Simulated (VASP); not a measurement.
Here is the system:

```
BiIn
1.0
    4.84796     0.00000     0.00000
    0.00000     4.84796     0.00000
    0.00000     0.00000     5.15543
In Bi
2 2
Direct
  0.50000   0.50000   0.00000
  0.00000   0.00000   0.00000
  0.50000   0.00000   0.36001
  0.00000   0.50000   0.63999
```

Calculation: PBEsol GGA, VASP's PBE PAW potentials (set 64) (plane waves; VASP). Numerical set-up: 300 eV cut-off, 5×5×5 Γ-centred mesh, Gaussian smearing of 0.27 eV, potentials In_d Bi_d.

Problem. Give the energies of bands 23 to 32 at the high-symmetry points, in eV from the Fermi level.

Solution. 
```json
[
 {"band": "23", "Γ": "-4.91", "X": "-4.70", "M": "-6.04", "Z": "-5.60", "R": "-5.96", "A": "-5.07"},
 {"band": "24", "Γ": "-3.01", "X": "-4.70", "M": "-6.04", "Z": "-2.04", "R": "-5.96", "A": "-5.07"},
 {"band": "25", "Γ": "-3.01", "X": "-2.12", "M": "-1.55", "Z": "-1.49", "R": "-0.79", "A": "-3.79"},
 {"band": "26", "Γ": "-2.35", "X": "-2.12", "M": "-1.55", "Z": "-1.49", "R": "-0.79", "A": "-3.79"},
 {"band": "27", "Γ": "-1.55", "X": "-1.34", "M": "-0.48", "Z": "-1.45", "R": "-0.70", "A": "-3.41"},
 {"band": "28", "Γ": "0.74", "X": "-1.34", "M": "-0.48", "Z": "-1.45", "R": "-0.70", "A": "-3.41"},
 {"band": "29", "Γ": "1.14", "X": "1.48", "M": "0.64", "Z": "-1.00", "R": "0.15", "A": "4.68"},
 {"band": "30", "Γ": "1.14", "X": "1.48", "M": "0.64", "Z": "1.48", "R": "0.15", "A": "4.68"},
 {"band": "31", "Γ": "3.08", "X": "3.19", "M": "0.92", "Z": "2.38", "R": "2.39", "A": "5.29"},
 {"band": "32", "Γ": "3.16", "X": "3.19", "M": "0.92", "Z": "3.85", "R": "2.39", "A": "5.29"}
]
```

It has no gap at this level: it comes out as a metal or semimetal.

The structure comes from a computed database's InBi entry (P4/nmm); how it stands against other phases isn't given here. The cell was not relaxed at this level.
